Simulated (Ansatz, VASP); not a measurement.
# Ta2O5 in two plane-wave programs, part 2 of 2

Wanted: the spread between two codes on one cell, functional and k mesh. The cell is taken from a series of runs on this material, whose earlier steps may have relaxed, scaled, displaced or heated it; both programs get it as it stands.

VASP 6.6.1 and Ansatz 0.2.0.

So far: The structure; VASP: G0W0 gap, LDA.

## Step 3: Ansatz: G0W0 gap, LDA

Level of this step: Ansatz beside VASP: Kohn-Sham DFT, plane waves, LDA (Ansatz).

Ansatz runs on its PAW soft_1 files.

The same cell, functional (in two slightly different forms) and mesh now go to Ansatz, which takes its cutoff from its data sets.

Input file input.yaml:

```yaml
crystal:
  lattice:
    - [3.7837868937, 0.0, 0.0]
    - [0.0, 3.8047750138, 0.0]
    - [-1.7916580123, 0.0, 6.5289594201]
  atoms:
    - { symbol: Ta, position: [0.6464567283, 0.0, 0.7905432933] }
    - { symbol: Ta, position: [0.3535432717, 0.0, 0.2094567067] }
    - { symbol: O, position: [0.6700713333, 0.5, 0.7996270252] }
    - { symbol: O, position: [0.3299286667, 0.5, 0.2003729748] }
    - { symbol: O, position: [0.1910457062, 0.0, 0.8728085138] }
    - { symbol: O, position: [0.8089542938, 0.0, 0.1271914862] }
    - { symbol: O, position: [0.5, 0.0, 0.5] }
kpoints:
  mp_grid: { grid: [4, 4, 2] }
hamiltonian:
  xc: lda
  pseudopotentials: { kind: paw, azcp: { folder: soft_1 }, xc_functional: pbe }
scf:
  occupations: { method: fixed }
gw:
  n_empty_bands: 364
  ecut_chi: 140
  qp_bands: [v2, c2]
  qp_kpoints: band_edges
  screening: { model: contour_deformation }
```

Launch:

```sh
ansatz run input.yaml --threads 3 --pin off --max-ram 92160MiB --backend cuda --events-out ev --progress --plain --runs-dir out --devices 1 --max-vram 13GiB
```

Numbers of over 12 decimals in the logs are rounded to 6 here.

What it wrote:

```text
GPUs: using 1 of 1 available (devices: 1).
Engine: ansatz 0.2.0, x86_64-unknown-linux-gnu
Pseudopotentials: kind: paw
Pseudopotential: Ta, paw, valence charge 13, recommended cutoff 420 eV (normal), soft_1/Ta.paw.azcp
Pseudopotential: O, paw, valence charge 6, recommended cutoff 420 eV (normal), soft_1/O.paw.azcp
Functional definition: SPW92
  exchange = slater_x
  correlation = pw_c
device memory: the entry about to start is reckoned to put 1.3 GiB on a device that reports 63.6 GiB free (of which the cap on the GPU budget leaves the run 13.0 GiB)
GPU FFT provider: cuFFT
GPU libraries: cuBLAS 13.8.2, cuFFT 12.4.0, cuSOLVER 12.3.4
Crystal: 7 atoms, lattice volume = 93.994 Å³
Basis set: ecut = 420 eV, 1827 PW (Γ)
Bands: 35, of which v1, the nominal top of the filled ones, is band 28 counted from 1 (27 counted from 0)
Symmetry: 4 space group operations
Space group: P2/m (ITA 10), of the structure as read, at distance tolerance 4.5e-5 Å
k-points: 18 of 32
Non-local potential: Ta, projectors of the file, l = 0: 3, l = 1: 2, l = 2: 2, l = 3: 1
Non-local potential: O, projectors of the file, l = 0: 2, l = 1: 2, l = 2: 1
PAW form: soft (Blöchl's): semilocal exchange-correlation on the pseudo side does not see the compensation charge
PAW frozen core: Ta, regenerated for the run's functional, and the local potential with it (the file was generated under x = pbe(κ = 0.804, μ = 0.219515), c = pbe(β = 0.066725))
PAW frozen core: O, regenerated for the run's functional, and the local potential with it (the file was generated under x = pbe(κ = 0.804, μ = 0.219515), c = pbe(β = 0.066725))
PAW one-centre angular grid: Ta, 590 points (default); XC on 64 Gauss nodes
PAW one-centre angular grid: O, 110 points (default); XC on 64 Gauss nodes
Initial density: superposition of atomic densities (chi_scale 0.1, normalization cell, long waves kept (reshape's long-wave potential 0.01 eV rms))
Initial wavefunctions: pseudopotential atomic-orbital guess
GPU buffer pool allocated for 34992 grid points (all kernels)
GPU transforms: local potential and band sums: pruned to the plane-wave sphere, on 25×25×45
Functional: x = slater, c = lda
SCF iter   1: F=—  HF=-22151.491919 eV  |F-HF|=—  |Δ(HF+E_count)|=         —  Δρ=6.77e-2  dr2=3.84e0  ethr=3.10e-3  ⟨swp⟩=3.9  Hψ=2236  notcnv=0  defer=64
preconditioner: auto → Resta (q_TF=auto, 2.503 Å⁻¹)  ε∞=5.1  [insulator: Δε(μ)=2.777 eV  Ē_g=11.900 eV  n_scr=26 (ndim 8)  ℏωp=24.2 eV  f_vac=0.080  ε∞_Penn≈5.1]
SCF iter   2: F=—  HF=-22150.735253 eV  |F-HF|=—  |Δ(HF+E_count)|=   7.57e-1  Δρ=3.45e-2  dr2=7.91e-1  ethr=3.10e-3  ⟨swp⟩=2.0  Hψ=1149  notcnv=0  defer=58
SCF iter   3: F=—  HF=-22150.556024 eV  |F-HF|=—  |Δ(HF+E_count)|=   1.79e-1  Δρ=1.53e-2  dr2=2.60e-1  ethr=1.41e-3  ⟨swp⟩=2.1  Hψ=913  notcnv=0  defer=81
SCF iter   4: F=—  HF=-22150.487153 eV  |F-HF|=—  |Δ(HF+E_count)|=   6.89e-2  Δρ=3.99e-3  dr2=1.89e-2  ethr=4.63e-4  ⟨swp⟩=2.0  Hψ=1001  notcnv=0  defer=87
SCF iter   5: F=—  HF=-22150.488539 eV  |F-HF|=—  |Δ(HF+E_count)|=   1.39e-3  Δρ=3.37e-3  dr2=9.74e-3  ethr=3.37e-5  ⟨swp⟩=2.1  Hψ=1047  notcnv=0  defer=89
SCF iter   6: F=—  HF=-22150.487635 eV  |F-HF|=—  |Δ(HF+E_count)|=   9.04e-4  Δρ=6.33e-4  dr2=5.68e-4  ethr=1.74e-5  ⟨swp⟩=2.0  Hψ=973  notcnv=0  defer=90
SCF iter   7: F=—  HF=-22150.488057 eV  |F-HF|=—  |Δ(HF+E_count)|=   4.22e-4  Δρ=1.35e-4  dr2=2.05e-5  ethr=1.01e-6  ⟨swp⟩=2.0  Hψ=827  notcnv=0  defer=47
SCF iter   8: F=—  HF=-22150.488088 eV  |F-HF|=—  |Δ(HF+E_count)|=   3.10e-5  Δρ=8.26e-5  dr2=5.84e-6  ethr=3.66e-8  ⟨swp⟩=2.0  Hψ=939  notcnv=0  defer=28
SCF iter   9: F=—  HF=-22150.488089 eV  |F-HF|=—  |Δ(HF+E_count)|=   6.01e-7  Δρ=4.91e-5  dr2=1.87e-6  ethr=1.04e-8  ⟨swp⟩=2.0  Hψ=936  notcnv=0  defer=28
SCF iter  10: F=—  HF=-22150.488089 eV  |F-HF|=—  |Δ(HF+E_count)|=   3.69e-8  Δρ=1.60e-5  dr2=2.13e-7  ethr=3.35e-9  ⟨swp⟩=2.0  Hψ=838  notcnv=0  defer=28
SCF iter  11: F=-22150.488089 eV  HF=-22150.488089 eV  |F-HF|=3.39e-9  |Δ(HF+E_count)|=   2.17e-8  Δρ=3.46e-6  dr2=1.01e-8  ethr=1.79e-10  ⟨swp⟩=9.8  Hψ=1827  notcnv=0
SCF 1 converged in 11 iterations: F = -22150.488089 eV  dr2 = 1.01e-8
  greatest PAW one-centre occupation: 0.999 electrons in one spin orbital (limit 2), on the Ta atom at site 1 (counted from 0), in its partial waves of l = 0
device memory: the entry about to start is reckoned to put 1.8 GiB on a device that reports 62.5 GiB free (of which the cap on the GPU budget leaves the run 13.0 GiB)
NSCF: frozen V_eff on 18 k-points
the band table was solved once the SCF had ended and its energy, with any forces and stress, was formed, with the checks that follow a solve (2527 applications of the Hamiltonian). They found nothing against the state; the energy, forces and stress were not computed again (output.eigenvalues in the input reference)
device memory: the entry about to start is reckoned to put 4.5 GiB on a device that reports 56.1 GiB free (of which the cap on the GPU budget leaves the run 13.0 GiB)
NSCF: frozen V_eff on 18 k-points
G₀W₀ screening: q 1/18
[... further progress lines ...]
device memory: the entry about to start is reckoned to put 0.4 GiB on a device that reports 45.2 GiB free (of which the cap on the GPU budget leaves the run 13.0 GiB)
NSCF: frozen V_eff on 1 k-points
device memory: the entry about to start is reckoned to put 0.4 GiB on a device that reports 44.5 GiB free (of which the cap on the GPU budget leaves the run 13.0 GiB)
NSCF: frozen V_eff on 1 k-points
SCF converged after 11 iterations
Free energy (F): -22150.488089 eV
Harris-Foulkes:  -22150.488089 eV  (|F-HF|=3.39e-9)
Internal energy: -22150.488089 eV  (E = F + TS)
E sigma→0 (E₀):  -22150.488089 eV
Fermi energy:    7.059958 eV
--- Per-component energies (eV) ---
  E_band       = -546.789428
  E_kinetic    = 1614.787246
  E_local      = -4386.249508  (includes V_loc(G=0)·N_el)
  E_nonlocal   = 265.612710
  E_hartree    = 1656.455956
  E_xc         = -983.843633
  E_vxc        = -913.979160  (∫ρ·V_xc dr)
  E_paw        = -16876.732271  (= ΣΔE_a)
  E_vpaw       = -439.876662  (= ΣTr[D̂ρ^β])
  E_aug_tail   = 0.004152  (compensation charges beyond the density's cutoff)
  E_ewald      = -3441.525343
  E_core_change = 1.002601  (= ΣΔE_core)
  E_smearing   = -0.000000  (= −TS)
  E_closure    = 0.000000  (closes the sum)
  Σ components = -22150.488089   (vs F -22150.488089, Δ=0.00e0)
--- Band table (eV; the first three rows and the last of 18) ---
  k-point 0: bands = [... 24 lower, 6.0873, 6.1095, 6.3608, 6.3912, 9.4101, 9.7545, 9.8802, 11.5070, ... 3 higher]
  k-point 1: bands = [... 24 lower, 6.0704, 6.1096, 6.1427, 6.2660, 9.3673, 9.8211, 9.8570, 11.4420, ... 3 higher]
  k-point 2: bands = [... 24 lower, 5.0252, 5.5227, 5.5987, 6.3387, 11.0397, 11.4064, 11.4645, 11.7568, ... 3 higher]
  k-point 17: bands = [... 24 lower, 5.0218, 6.2511, 6.9279, 7.0600, 10.2221, 12.1094, 12.7699, 13.4700, ... 3 higher]
--- G₀W₀: contour deformation, 7 samples at zero and on the imaginary axis and 1 off it, 32 q-points, 364 empty bands' worth ---
  eigenvalues of the whole cell's RPA ε∞ on this k-mesh (on a slab, of 1 + 4πα/V) = 4.7019, 4.9057, 6.9498; static W/v taken at q = 0 is 0.183695
  gw.qp_kpoints: band_edges: 12 of 18 stored k-points solved, in 1 pass; an edge of the gap read off the rows below is read off those points alone
    valence top: of the k-points left out ik 3 came nearest to being solved in a further pass, in band 28 (counted from 1, as in the quasiparticle table): it holds the edge there only if its correction is more favourable than any solved in that band by at least 0.557 eV; those differ by 0.076 eV
    conduction bottom: of the k-points left out ik 15 came nearest to being solved in a further pass, in band 29 (counted from 1, as in the quasiparticle table): it holds the edge there only if its correction is more favourable than any solved in that band by at least 0.806 eV; those differ by 0.129 eV
    ik  band        ε_KS         Σx   Σc(E_QP)       V_xc       Z   E_QP_lin       E_QP  E_QP is
     0    27      6.3608   -25.7138     4.3691   -20.9436  0.7313     5.9568     5.9596  root
     0    28      6.3912   -27.7783     4.5191   -22.8159  0.7480     5.9447     5.9478  root
     0    29      9.4101   -13.4820    -4.5156   -19.0995  0.7971    10.5273    10.5120  root
     0    30      9.7545   -13.5232    -4.7845   -19.4556  0.7938    10.9206    10.9024  root
     1    27      6.1427   -25.1190     4.3914   -20.2982  0.7267     5.7098     5.7133  root
     1    28      6.2660   -27.8132     4.4730   -22.8905  0.7498     5.8131     5.8163  root
     1    29      9.3673   -13.3976    -4.5109   -19.0054  0.7978    10.4793    10.4642  root
     1    30      9.8211   -13.6378    -4.7745   -19.5616  0.7928    10.9888    10.9704  root
     4    27      5.3088   -26.6461     4.3973   -21.7750  0.7472     4.8315     4.8350  root
     4    28      6.6923   -26.0231     4.6489   -20.9462  0.7307     6.2611     6.2642  root
     4    29     11.6946   -14.2353    -5.1394   -20.5740  0.7662    12.9231    12.8940  root
     4    30     12.7283   -15.6421    -5.1918   -22.0664  0.7393    13.9971    13.9609  root
     5    27      5.6270   -24.9680     4.7199   -19.7522  0.7259     5.1260     5.1311  root
     5    28      6.6443   -26.0057     4.5873   -20.9943  0.7298     6.2172     6.2203  root
     5    29     11.4430   -13.6999    -5.3825   -20.2991  0.7701    12.6912    12.6597  root
     5    30     12.6152   -15.1720    -5.1411   -21.5286  0.7436    13.8658    13.8308  root
     6    27      6.1765   -27.9603     4.5515   -22.9376  0.7489     5.7017     5.7053  root
     6    28      6.2166   -25.3883     4.4538   -20.4989  0.7281     5.7775     5.7810  root
     6    29      9.6593   -13.4539    -4.7180   -19.3114  0.7947    10.8164    10.7987  root
     6    30     10.2860   -13.5135    -4.9835   -19.7056  0.7881    11.5172    11.4946  root
     7    27      6.1590   -28.0450     4.5794   -22.9890  0.7488     5.6787     5.6824  root
     7    28      6.1642   -25.3151     4.4701   -20.4065  0.7269     5.7221     5.7257  root
     7    29      9.4323   -13.3210    -4.5612   -18.9881  0.7970    10.5539    10.5382  root
     7    30     10.3720   -13.3124    -5.1355   -19.6658  0.7862    11.6138    11.5899  root
[...]
16    27      6.9405   -26.3194     4.6663   -21.2676  0.7330     6.5527     6.5551  root
    16    28      7.0212   -26.4377     4.6483   -21.4125  0.7330     6.6420     6.6443  root
    16    29     10.2233   -13.4912    -4.9822   -19.6890  0.7862    11.4620    11.4389  root
    16    30     12.1141   -15.1117    -5.4186   -21.8362  0.7523    13.4567    13.4200  root
    17    27      6.9279   -26.2689     4.6528   -21.2286  0.7332     6.5379     6.5404  root
    17    28      7.0600   -26.4871     4.6591   -21.4542  0.7329     6.6839     6.6862  root
    17    29     10.2221   -13.4798    -4.9935   -19.6903  0.7860    11.4623    11.4390  root
    17    30     12.1094   -15.1287    -5.4148   -21.8489  0.7525    13.4514    13.4148  root
```

Reading the cycles: dr2 is the Hartree energy of the density residual (eV), the measure of convergence; HF is the Harris–Foulkes estimate of the energy, which meets the free energy F at convergence.

## Step 4: Differences

Known differences besides the potentials themselves: the two LDA forms differ slightly; fixed occupations in Ansatz, narrow Gaussian smearing in VASP; the cutoff is 420 eV in Ansatz and 440 eV in VASP; VASP's log shows a relativistic correction to its local exchange, Ansatz's none; Ansatz integrates over frequency by contour deformation, VASP on a grid of NOMEGA points; Ansatz's G0W0 levels solve the quasiparticle equation, VASP's are linearised. Total energies have different zeros and are not compared.

The two programs side by side:

```
                   quantity  Ansatz  VASP  difference
  G0W0 gap on the mesh (eV)    3.78  3.81       -0.03
Kohn-Sham gap under it (eV)    2.31  2.28       +0.02
```

## Step 5: Summary of results

```json
{
  "difference in G0W0 gap on the mesh (G0W0 gap, LDA)": "-0.032 eV"
}
```

What this shows: The difference in G0W0 gap on the mesh is -0.032 eV (G0W0 gap, LDA). How closely two codes agree says nothing of how well the functional describes the real material.

[Lines on the potential files, build, host, timing and source positions are cut from VASP's logs without a mark.]

[Logs are printed without paths, hosts, clocks, repeated set-up lines and the standing remarks that a program may print on its own settings, such as how far it seeks lower states.]

[Hosts, paths, dates, database ids (printed as entryN), source tags and the programs' standing remarks are cut or masked in the printed files.]
